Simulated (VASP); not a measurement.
Wanted: the native input for a VASP 6.6.1 run.

- Task: single point
- Functional: PBE
- Dispersion: D3(BJ)
- Potentials or basis: VASP PAW PBE potentials, release 64 (Si, S, Ge_d)
- Cutoff: 520 eV
- k mesh: 1 × 1 × 1, shifted
- Occupations: fermi-dirac, width 0.1551 eV
- Spin: no spin polarisation
- Dipole correction: no
- Further INCAR settings: LREAL = Auto; ALGO = Fast; EDIFF = 1e-06; NBANDS = 92; ISYM = 0

The structure of Si3Ge4S14 lies in POSCAR:

```
Si3Ge4S14
1.0
    8.0188790000      0.2111490000     -0.3179740000
    0.2111490000      8.0318190000     -0.0335780000
   -0.3179740000     -0.0335780000      8.3953550000
Si S Ge
3 14 4
Direct
    0.8217543867      0.4944779560      0.6952188574
   -0.0172661418      0.8843781487      0.8620373368
    0.1582564456      0.4560437347      0.2124433656
    0.5543644551      0.9507092439      0.3371275423
    0.7706782206      0.5701488685      0.9410164425
    0.0920440436      0.3012152022      0.9799270926
    0.6421769479      0.9419440604      0.0686527455
    0.3266779903      0.6524985502      0.1692770233
    0.5726955029      0.4195641585      0.6921336150
    0.5376755362      0.0665440994      0.7752639714
    0.7141715598      0.3566406564      0.2193344138
    0.3281397778      0.2523476690      0.3182497045
    0.8216437310      0.1034747718      0.7101343326
    0.2976158660      0.0827736032      0.6207305682
    0.2572122683      0.7031041174      0.8105939110
    0.9129177300      0.7857642900      0.6252969047
    0.0139150706      0.3940723313      0.5204238286
    0.6210806036      0.2004180464      0.4173274532
    0.3291500769      0.7453999767      0.4889333693
    0.8634765202      0.1241520540      0.1268101064
    0.4910389767      0.4666840352      0.9467535255
```

The cell was built by a generator and needn't be a form met in nature.

These files were run (other wordings do the same):

INCAR

```
PREC     = Accurate       # precision mode
ENCUT    = 520            # plane-wave cutoff, eV
EDIFF    = 1E-6           # SCF threshold, eV
ISMEAR   = -1             # smearing method
SIGMA    = 0.1551         # smearing width, eV
LREAL    = Auto         
LASPH    = T              # aspherical terms in the spheres
NELM     = 100            # most SCF steps
ALGO     = Fast           # electronic algorithm
ISIF     = 2              # what is computed and relaxed
LWAVE    = F              # write WAVECAR
LCHARG   = F              # write CHGCAR
GGA      = PE             # functional
IVDW     = 12             # dispersion correction
NBANDS   = 92             # bands
ISYM     = 0
```

KPOINTS

```
Automatic mesh
0
Gamma
  1 1 1
  0.25 0.25 0.25
```

Potentials or basis: VASP PAW PBE potentials, release 64 (Si, S, Ge_d).

Launch:

```bash
$ cat potpaw_PBE.64/Si/POTCAR potpaw_PBE.64/S/POTCAR potpaw_PBE.64/Ge_d/POTCAR > POTCAR
$ mpirun -np 1 vasp_std > vasp.out
```

It gave:

```json
{
  "Pressure": "-4.1 GPa",
  "Largest force": "3.301 eV/Å",
  "Band gap on the k mesh": "0.19 eV, direct",
  "Dispersion energy per atom": "-0.253 eV"
}
```

Run time: 110 s on 1 thread of Intel(R) Xeon(R) Platinum 8259CL CPU @ 2.50GHz (Skylake/Cascade Lake) (shared host), peak memory 0.5 GiB.
